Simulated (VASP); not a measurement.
```
CELL_PARAMETERS angstrom
     -1.58000     1.58000     1.58000
      1.58000    -1.58000     1.58000
      1.58000     1.58000    -1.58000
ATOMIC_POSITIONS crystal
  W  0.00000 0.00000 0.00000
```

Computed with TPSS meta-GGA, VASP's PBE PAW potentials (set 64) (plane waves; VASP 6.6.1). Run with 520 eV cut-off, 15×15×15 Γ-centred mesh, first-order Methfessel-Paxton smearing of 0.10 eV, potentials W_sv.

**Question.** The ions, cell shape and volume are relaxed. Which structure does the run end with?

**Answer.** 
```
CELL_PARAMETERS angstrom
     -1.58749     1.58749     1.58749
      1.58749    -1.58749     1.58749
      1.58749     1.58749    -1.58749
ATOMIC_POSITIONS crystal
  W  0.00000 0.00000 0.00000
```
Space group Im-3m (229), at a tolerance of 0.03 Å.

**Question.** How do energy and volume change from the first to the last step?

**Answer.** The energy (σ→0) changes by -3.3 meV/atom and the volume by +1.4 %, in 4 ionic steps.

```
step  E(σ→0) (eV)  max force (eV/Å)  pressure (GPa)  volume (Å³)
----  -----------  ----------------  --------------  -----------
1        -14.3606             0.000            4.77        15.78
2        -14.3199             0.000          -15.43        16.87
3        -14.3639             0.000           -0.11        16.01
4        -14.3639             0.000           -0.05        16.00
```

The compound is W in the bcc structure. This run relaxes it. Symmetry was kept, so distortions that lower it aren't found.
